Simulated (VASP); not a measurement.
Energy against volume of ZnSe (zinc blende). Computed with vdW-DF2, VASP's PBE PAW potentials (set 64) (plane waves; VASP 6.6.1). Run with 520 eV cut-off, 8×8×8 Γ-centred mesh, Gaussian smearing of 0.050 eV, potentials Zn Se.

```
V (Å³/atom)  E (eV/atom)
-----------  -----------
24.086          -0.37007
24.855          -0.38160
25.623          -0.38522
26.392          -0.38215
```

Q: Fit these four points and predict the energy of the run at 27.161 Å³/atom.

A: A cubic in V^(−2/3), the third-order Birch-Murnaghan form, passes through the four points with V0 = 25.63 Å³/atom and B0 = 46 GPa, and gives -0.3734 eV/atom there. The run gave -0.3735 eV/atom, -0.0 meV/atom from the fit; all five points give B0 = 46 GPa.

The compound is ZnSe in the zinc blende structure. It was relaxed first, which changed the volume by +12 %.
